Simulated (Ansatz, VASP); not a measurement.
# Zn (Zinc): VASP beside Ansatz

One calculation is typed for both programs; each brings its own data sets and cutoff. How far apart do they land? The cell is taken from a series of VASP runs on this material, whose earlier steps may have relaxed, scaled or displaced it; both programs get it as it stands.

Program: Ansatz 0.2.0. Level of theory: plane waves, with VASP 6.6.1 beside it; band structure at r2SCAN. Results are calculated unless marked as measured.

This is not the structure that Zn takes at ambient pressure and room temperature (hexagonal, No. 194); it is a model or a phase of other conditions.

## (1) Set-up

The structure is triclinic, space group P-1 (No. 2). The conventional cell has a = 2.633 Å, b = 2.648 Å, c = 5.012 Å, α = 88.86°, β = 87.56°, γ = 60.61°. Zn has 12 Zn at 2.63 to 2.98 Å nearest.

## (2) Ansatz: band structure, r2SCAN

Ansatz runs on its default PAW (the set named soft_2) files.

A single point gives forces, pressure and levels at one fixed geometry, so differences don't come from the geometry; what else differs is listed under the comparison.

The input, input.yaml:

```yaml
crystal:
  lattice:
    - [2.632043, 0.009575, 0.056786]
    - [-1.307729, 2.302787, -0.026783]
    - [0.105412, 0.00345, 5.011061]
  atoms:
    - { symbol: Zn, position: [0.3333333333, 0.6666666667, 0.25] }
    - { symbol: Zn, position: [0.6666666667, 0.3333333333, 0.75] }
hamiltonian:
  xc: r2scan
  pseudopotentials: { kind: paw }
kpoints:
  mp_grid: { grid: [17, 17, 8] }
  band_path:
    path:
      - [0.0, -0.5, 0.0]
      - [0.0, -0.4, 0.0]
      - [0.0, -0.26667, 0.0]
      - [0.0, -0.13333, 0.0]
      - [0.0, 0.0, 0.0]
      - [0.0, 0.0, -0.1]
      - [0.0, 0.0, -0.2]
      - [0.0, 0.0, -0.33333]
      - [0.0, 0.0, -0.46667]
      - [0.0, -0.43333, -0.43333]
      - [0.0, -0.3, -0.3]
      - [0.0, -0.16667, -0.16667]
      - [0.0, -0.06667, -0.06667]
      - [0.03333, 0.0, 0.03333]
      - [0.16667, 0.0, 0.16667]
      - [0.3, 0.0, 0.3]
      - [0.43333, 0.0, 0.43333]
      - [0.46667, -0.46667, 0.46667]
      - [0.36667, -0.36667, 0.36667]
      - [0.23333, -0.23333, 0.23333]
      - [0.1, -0.1, 0.1]
      - [0.0, 0.0, 0.0]
      - [0.13333, 0.0, 0.0]
      - [0.26667, 0.0, 0.0]
      - [0.36667, 0.0, 0.0]
      - [0.5, 0.0, 0.0]
      - [0.4, -0.4, 0.0]
      - [0.26667, -0.26667, 0.0]
      - [0.13333, -0.13333, 0.0]
      - [0.0, 0.0, 0.0]
    npoints: 1
scf:
  occupations: { method: fermi_dirac, width: 0.05 }
  n_extra_bands: 7
output:
  forces: true
  stress: true
  eigenvalues: true
```

Launch:

```
> ansatz run input.yaml --threads 2 --pin off --max-ram 4608MiB --backend cpu --events-out ev --progress --plain --runs-dir out
```

Numbers of over 12 decimals in the logs are rounded to 6 here.

What it wrote:

```text
scf.n_extra_bands = 7 over 12 filled bands (N_el = 24.0): the run solves 19 bands
Engine: ansatz 0.2.0, aarch64-unknown-linux-gnu
Pseudopotentials: kind: paw
Pseudopotential: Zn, paw, valence charge 12, recommended cutoff 500 eV (meta_gga), Zn.paw.azcp
Functional definition: r2SCAN
  parameter k0 = 0.174
  parameter k1 = 0.065
  parameter a1 = 4.9479
  exchange = r2scan_x(k0 = k0, k1 = k1, a1 = a1)
  correlation = r2scan_c
Crystal: 2 atoms, lattice volume = 30.421 Å³
Basis set: ecut = 500 eV, 771 PW (Γ), exchange–correlation on 80×80×160 points (64 copies of the dense FFT grid, shifted against one another)
Bands: 19, of which v1, the nominal top of the filled ones, is band 12 counted from 1 (11 counted from 0)
Symmetry: 2 space group operations
Space group: P-1 (ITA 2), of the structure as read, at distance tolerance 3.1e-5 Å
k-points: 1157 of 2312
Non-local potential: Zn, projectors of the file, l = 0: 2, l = 1: 2, l = 2: 3, l = 3: 1
PAW form: soft (Blöchl's): semilocal exchange-correlation on the pseudo side does not see the compensation charge
PAW frozen core: Zn, regenerated for the run's functional (the file was generated under x = pbe(κ = 0.804, μ = 0.219515), c = pbe(β = 0.066725))
PAW one-centre angular grid: Zn, 590 points (default); XC on 261 of its mesh's 2673 points in the sphere
Initial density: superposition of atomic densities (neutral atoms: chi_scale 0, normalization atom), corrected by the library's trained network
Initial wavefunctions: pseudopotential atomic-orbital guess
Functional: x = r2scan, c = r2scan; τ floored in thin density (d = 2e-4 eV/Å³)
SCF iter   1: F=—  HF=-6651.326385 eV  |F-HF|=—  |Δ(HF+E_count)|=         —  Δρ=2.27e-2  dr2=7.68e-2  dr2_τ=2.08e-3  ethr=1.77e-3  ⟨swp⟩=5.2  Hψ=112130  notcnv=0  defer=354
preconditioner: auto → none  [metal: Δε(μ)=0.007 eV  Ē_g=17.115 eV  σ=0.050 eV  W_gap=0.03  n_scr=4 (ndim 8)  ℏωp=33.0 eV  f_vac=0.000  D(μ)=0.57/eV (n_scr^D=2)  sad-step TF]
SCF iter   2: F=—  HF=-6651.312625 eV  |F-HF|=—  |Δ(HF+E_count)|=   1.38e-2  Δρ=1.28e-3  dr2=2.92e-4  dr2_τ=3.54e-4  ethr=3.20e-4  ⟨swp⟩=2.8  Hψ=53608  notcnv=0  defer=1861
SCF iter   3: F=—  HF=-6651.309283 eV  |F-HF|=—  |Δ(HF+E_count)|=   3.34e-3  Δρ=2.67e-3  dr2=1.14e-3  dr2_τ=3.27e-6  ethr=1.22e-6  ⟨swp⟩=3.4  Hψ=51248  notcnv=0  defer=1861
SCF iter   4: F=—  HF=-6651.308862 eV  |F-HF|=—  |Δ(HF+E_count)|=   4.21e-4  Δρ=2.01e-4  dr2=4.60e-6  dr2_τ=1.96e-7  ethr=1.22e-6  ⟨swp⟩=2.0  Hψ=34035  notcnv=0  defer=1861
SCF iter   5: F=—  HF=-6651.308876 eV  |F-HF|=—  |Δ(HF+E_count)|=   1.46e-5  Δρ=5.87e-5  dr2=8.10e-7  dr2_τ=5.79e-9  ethr=1.92e-8  ⟨swp⟩=2.0  Hψ=34365  notcnv=0  defer=1861
SCF iter   6: F=—  HF=-6651.308877 eV  |F-HF|=—  |Δ(HF+E_count)|=   1.16e-6  Δρ=2.13e-5  dr2=3.82e-7  dr2_τ=3.76e-9  ethr=3.37e-9  ⟨swp⟩=2.0  Hψ=34046  notcnv=0  defer=1861
SCF iter   7: F=-6651.308877 eV  HF=-6651.308877 eV  |F-HF|=1.02e-8  |Δ(HF+E_count)|=   8.00e-8  Δρ=9.77e-6  dr2=2.59e-8  dr2_τ=1.73e-10  ethr=4.17e-10  ⟨swp⟩=7.8  Hψ=106548  notcnv=0
SCF 1 converged in 7 iterations: F = -6651.308877 eV  dr2 = 2.59e-8
  greatest PAW one-centre occupation: 0.981 electrons in one spin orbital (limit 2), on the Zn atom at site 1 (counted from 0), in its partial waves of l = 2
NSCF: frozen V_eff on 30 k-points
SCF converged after 7 iterations
Free energy (F): -6651.308877 eV
Harris-Foulkes:  -6651.308877 eV  (|F-HF|=1.02e-8)
Internal energy: -6651.304353 eV  (E = F + TS)
E sigma→0 (E₀):  -6651.306615 eV
Entropy (-TS):   -0.004525 eV (-2.262 meV/atom)
Fermi energy:    10.891110 eV
--- Per-component energies (eV) ---
  E_band       = 87.060839
  E_kinetic    = 260.604459
  E_local      = -3088.080467  (includes V_loc(G=0)·N_el)
  E_nonlocal   = 1227.476897
  E_hartree    = 1298.842076
  E_xc         = -248.805068
  E_vxc        = -109.046742  (∫ρ·V_xc dr)
  E_paw        = -3692.482620  (= ΣΔE_a)
  E_vpaw       = -807.931874  (= ΣTr[D̂ρ^β])
  E_aug_tail   = -0.000070  (compensation charges beyond the density's cutoff)
  E_vtau       = 6.358167  (kinetic-family band-sum trace: ∫τ·v_τ [+ j·A + Jᵃ·Aᵃ] dr)
  E_ewald      = -2408.494323
  E_core_change = -0.365237  (= ΣΔE_core)
  E_smearing   = -0.004525  (= −TS)
  E_closure    = 0.000000  (closes the sum)
  Σ components = -6651.308877   (vs F -6651.308877, Δ=0.00e0)
--- Forces (eV/Å), atoms counted from 1 ---
  atom   1  Zn     0.00038400     0.00602404     0.00012270
  atom   2  Zn    -0.00038400    -0.00602404    -0.00012270
  max |Σ_I F_I| component: 0.00e0 eV/Å
--- Stress (GPa, compression-positive) ---
       -3.923845      -0.259451      -1.308163
       -0.259451      -4.574786      -0.091727
       -1.308164      -0.091727      -3.152961
  P = ⅓ Tr σ = -3.8839 GPa (-38.839 kbar)
--- Band table (eV; the first three rows and the last of 1157) ---
  k-point 0: bands = [... 8 lower, 3.3492, 3.5261, 3.5338, 7.0397, 7.5629, 24.5351, 28.2343, 29.4404, ... 3 higher]
  k-point 1: bands = [... 8 lower, 3.3581, 3.5214, 3.5291, 5.7589, 9.0578, 22.9266, 29.5057, 29.8350, ... 3 higher]
  k-point 2: bands = [... 8 lower, 3.3817, 3.5074, 3.5153, 4.4942, 10.9797, 20.3728, 29.7908, 30.1678, ... 3 higher]
  k-point 1156: bands = [... 8 lower, 3.6755, 3.7149, 6.8977, 10.0498, 11.7487, 14.9900, 16.6030, 18.3884, ... 3 higher]
```

Elapsed: 90 s, on 2 threads of Arm Neoverse N1, shared host; peak memory 0.93 GiB; 3 min of CPU time.

## (3) VASP: band structure, r2SCAN

The same cell, functional, mesh and smearing now go to VASP, with its own data sets and cutoff.

Lines of VASP's logs that name or quote its potential files are left out, and so is its time.

The input, INCAR:

```
SYSTEM = Zn
PREC = Accurate
ENCUT = 400
EDIFF = 1E-06
NELM = 100
ISMEAR = -1
SIGMA = 0.05
LREAL = .FALSE.
ALGO = Normal
METAGGA = R2SCAN
LASPH = .TRUE.
NBANDS = 24
LORBIT = 11
LWAVE = .FALSE.
LCHARG = .FALSE.
KPAR = 2
```

The input, POSCAR:

```
Zn
1.0
    2.6320430000      0.0095750000      0.0567860000
   -1.3077290000      2.3027870000     -0.0267830000
    0.1054120000      0.0034500000      5.0110610000
Zn
2
Direct
    0.3333333333      0.6666666667      0.2500000000
    0.6666666667      0.3333333333      0.7500000000
```

The input, KPOINTS:

```
Automatic mesh
0
Gamma
17 17 8
0 0 0
```

The input, KPOINTS_OPT:

```
Line mode
16
Line-mode
Reciprocal
  0.00000000  -0.50000000   0.00000000 X
  0.00000000   0.00000000   0.00000000 GAMMA

  0.00000000   0.00000000   0.00000000 GAMMA
  0.00000000   0.00000000  -0.50000000 Y

  0.00000000  -0.50000000  -0.50000000 L
  0.00000000   0.00000000   0.00000000 GAMMA

  0.00000000   0.00000000   0.00000000 GAMMA
  0.50000000   0.00000000   0.50000000 Z

  0.50000000  -0.50000000   0.50000000 N
  0.00000000   0.00000000   0.00000000 GAMMA

  0.00000000   0.00000000   0.00000000 GAMMA
  0.50000000   0.00000000   0.00000000 M

  0.50000000  -0.50000000   0.00000000 R
  0.00000000   0.00000000   0.00000000 GAMMA
```

PAW data sets: Zn (PBE family, release 64).

Launch:

```
> mpirun -np 2 vasp_std
```

What it wrote:

```text
[banner, memory and clock lines left out]
running    2 mpi-ranks, on    1 nodes
 distrk:  each k-point on    1 cores,    2 groups
 distr:  one band on    1 cores,    1 groups

 POSCAR found type information on POSCAR Zn
 POSCAR found :  1 types and       2 ions
|                                                                             |
|               ----> ADVICE to this user running VASP <----                  |
|                                                                             |
|     You enforced a specific xc type in the INCAR file but a different       |
|     [... a line on the potential file left out ...]
|     I HOPE YOU KNOW WHAT YOU ARE DOING!                                     |
|                                                                             |

 LDA part: xc-table for (None), standard interpolation
 POSCAR, INCAR and KPOINTS ok, starting setup
 FFT: planning ... GRIDC
 FFT: planning ... GRID_SOFT
 FFT: planning ... GRID
 WAVECAR not read
 entering main loop
       N       E                     dE             d eps       ncg     rms          rms(c)
DAV:   1     0.101162416652E+03    0.10116E+03   -0.99912E+03 59872   0.138E+03
DAV:   2    -0.128874730156E+02   -0.11405E+03   -0.10692E+03 58600   0.255E+02
DAV:   3    -0.207793355518E+02   -0.78919E+01   -0.78647E+01 64040   0.677E+01
DAV:   4    -0.208295956996E+02   -0.50260E-01   -0.50255E-01 61800   0.588E+00
DAV:   5    -0.208296552693E+02   -0.59570E-04   -0.59570E-04 65168   0.182E-01    0.405E+00
DAV:   6    -0.177621900658E+02    0.30675E+01   -0.14508E+00 65120   0.224E+01    0.403E+00
DAV:   7    -0.177431936247E+02    0.18996E-01   -0.80743E-02 65792   0.517E+00    0.235E+00
DAV:   8    -0.177648501941E+02   -0.21657E-01   -0.49189E-02 64656   0.296E+00    0.422E-01
DAV:   9    -0.177628841574E+02    0.19660E-02   -0.15939E-02 59568   0.242E+00    0.160E-01
DAV:  10    -0.177626974322E+02    0.18673E-03   -0.79268E-04 59120   0.324E-01    0.102E-01
DAV:  11    -0.177624212280E+02    0.27620E-03   -0.56278E-04 68512   0.439E-01    0.403E-03
DAV:  12    -0.177624233740E+02   -0.21460E-05   -0.33502E-05 57152   0.512E-02    0.135E-02
DAV:  13    -0.177624238692E+02   -0.49513E-06   -0.67727E-06 69488   0.475E-02
   1 F= -.17762424E+02 E0= -.17760154E+02  d E =-.454067E-02
 Start KPOINTS_OPT (optional k-point list driver)
k-point batch [1-112\112]
       N       E                     dE             ncg
DAV:   1     0.295225332313E+05   -0.45554E+05     5744
DAV:   2     0.165614394453E+05   -0.12961E+05     5608
DAV:   3     0.156207729972E+05   -0.94067E+03     6432
DAV:   4     0.156143802253E+05   -0.63928E+01     5896
DAV:   5     0.156143721668E+05   -0.80585E-02     6464
DAV:   6     0.156143721471E+05   -0.19772E-04     5480
DAV:   7     0.156143721468E+05   -0.26034E-06     5048
```

Parts of OUTCAR (step 3):

```text
ion  position               nearest neighbor table
   1  0.333  0.667  0.250-   2 2.88   2 2.89   2 2.94   2 2.94   2 2.98   2 2.98
   2  0.667  0.333  0.750-   1 2.88   1 2.89   1 2.94   1 2.94   1 2.98   1 2.98

  LATTYP: Found a triclinic cell.
 ALAT       =     2.6326729163
 B/A-ratio  =     1.0059507080
 C/A-ratio  =     1.9038334576
 COS(alpha) =     0.0198974226
 COS(beta)  =     0.0425936155
 COS(gamma) =     0.4907296625

 Subroutine GETGRP returns: Found  2 space group operations
 (whereof  2 operations were pure point group operations)

The static configuration has the point symmetry S_2 .

 Found   1157 irreducible k-points:

   k-points           NKPTS =   1157   k-points in BZ     NKDIM =   1157   number of bands    NBANDS=     24

   dimension x,y,z NGX =    18 NGY =   18 NGZ =   36
   dimension x,y,z NGXF=    36 NGYF=   36 NGZF=   72

   ENCUT  =  400.0 eV  29.40 Ry    5.42 a.u.   4.29  4.32  8.17*2*pi/ulx,y,z

   NELECT =      24.0000    total number of electrons

 k-points in reciprocal lattice and weights: Automatic mesh
   0.00000000  0.00000000  0.00000000       0.000
   0.05882353  0.00000000  0.00000000       0.001
   0.11764706  0.00000000  0.00000000       0.001
   0.17647059  0.00000000 -0.00000000       0.001
   0.23529412  0.00000000  0.00000000       0.001
   0.29411765  0.00000000 -0.00000000       0.001
   0.35294118 -0.00000000  0.00000000       0.001
   0.41176471  0.00000000 -0.00000000       0.001
   0.47058824  0.00000000  0.00000000       0.001
[...]
-0.11764706  0.47058824  0.50000000       0.001
  -0.05882353  0.47058824  0.50000000       0.001

 average (electrostatic) potential at core
       1 -42.4691       2 -42.4691

 E-fermi :   2.9643

 k-point     1 :       0.0000    0.0000    0.0000
  band No.  band energies     occupation
    ...
      9      -4.6046      2.00000
     10      -4.4280      2.00000
     11      -4.4201      2.00000
     12      -0.8852      2.00000
     13      -0.3693      2.00000
     14      16.7057      0.00000
     15      20.3830      0.00000
     16      21.5992      0.00000
     17      22.0184      0.00000
     18      23.1382      0.00000
    ...

 k-point     2 :       0.0588    0.0000    0.0000
  band No.  band energies     occupation
    ...
      9      -4.6192      2.00000
     10      -4.4862      2.00000
     11      -4.4227      2.00000
     12      -0.7223      2.00000
     13      -0.3027      2.00000
     14      16.8234      0.00000
     15      19.6418      0.00000
     16      20.4335      0.00000
     17      20.7150      0.00000
     18      22.3611      0.00000
    ...

 k-point     3 :       0.1176    0.0000    0.0000
  band No.  band energies     occupation
    ...
      9      -4.6474      2.00000
     10      -4.6109      2.00000
     11      -4.4217      2.00000
     12      -0.3189      2.00000
     13      -0.0436      2.00000
     14      16.7058      0.00000
     15      17.1621      0.00000
     16      19.1787      0.00000
     17      20.3236      0.00000
     18      21.2598      0.00000
    ...

  Total       -0.8437707     -1.0060042     -0.7852532     -0.0530687     -0.0160485     -0.2627996
  in kB      -44.4385241    -52.9828067    -41.3566050     -2.7949448     -0.8452207    -13.8407583
  external PRESSURE =     -46.2593119 kB  Pullay stress =       0.0000000 kB

  energy-cutoff  :      400.00
  volume of cell :       30.42
      direct lattice vectors                 reciprocal lattice vectors
     2.632043000  0.009575000  0.056786000     0.379325052  0.215320256 -0.008127673
    -1.307729000  2.302787000 -0.026783000    -0.001570783  0.433361286 -0.000265316
     0.105412000  0.003450000  5.011061000    -0.004306957 -0.000123818  0.199649222

 POSITION                                       TOTAL-FORCE (eV/Angst)
 -----------------------------------------------------------------------------------
      0.03188      1.53925      1.25384         0.000253      0.007305      0.000256
      1.39784      0.77657      3.78723        -0.000253     -0.007305     -0.000256
 -----------------------------------------------------------------------------------
    total drift:                                0.000000     -0.000000      0.000000

  FREE ENERGIE OF THE ION-ELECTRON SYSTEM (eV)
  ---------------------------------------------------
  free  energy   TOTEN  =       -17.7624238692 eV

  energy  without entropy=      -17.7578832039  energy(sigma->0) =      -17.76015354

 total charge
# of ion       s       p       d       tot
------------------------------------------
    1        0.585   0.462   9.729  10.777
    2        0.585   0.462   9.729  10.777
--------------------------------------------------
tot          1.171   0.925  19.458  21.553

[... 3 further parts left out ...]
```

The path and its labels are those of the sheared lattice, so a letter need not mean the same point as in the unstrained cell.

## (4) Side by side

Known differences besides the potentials themselves: VASP keeps PBE cores, Ansatz makes them for the functional; the cutoff is 500 eV in Ansatz and 400 eV in VASP. Total energies have different zeros and are not compared.

Compared:

| quantity | Ansatz | VASP | difference |
| --- | --- | --- | --- |
| pressure (GPa) | -3.88 | -4.63 | +0.74 |

Levels from 3 eV below to 2 eV above the Fermi level differ by 4 meV r.m.s. and 8 meV at most; each VASP level is matched to the nearest of Ansatz, which flatters the figure a little.

## (5) What the set-up changes

Further runs change the set-up of one program: Ansatz's method, potentials or start, or VASP's data sets, cutoff or form of LDA. The table gives Ansatz less VASP for each quantity, since a change that brings one quantity closer may part another.

| run | r.m.s. force difference (meV/Å) | pressure (GPa) |
| --- | --- | --- |
| as above | 0.75 | 0.74 |
| Ansatz's all-electron LAPW method | 0.7 | 0.75 |

## (6) Summary of results

```
r.m.s. difference of levels near the Fermi level (band structure, r2SCAN) : 4.0 meV
difference in pressure (band structure, r2SCAN)                           : 0.74 GPa
```

**Reading.** The difference in pressure is 0.74 GPa (band structure, r2SCAN), within the 1 GPa picked in this series as the mark of a large difference. For band structure, r2SCAN, no further run moves any of the tabulated differences by more than a quarter of its size. How closely two codes agree says nothing of how well the functional describes the real material.

[Lines on the potential files, build, host, timing and source positions are cut from VASP's logs without a mark.]

[Logs are printed without paths, hosts, clocks, repeated set-up lines and the standing remarks that a program may print on its own settings, such as how far it seeks lower states.]

[Hosts, paths, dates, database ids (printed as entryN), source tags and the programs' standing remarks are cut or masked in the printed files.]
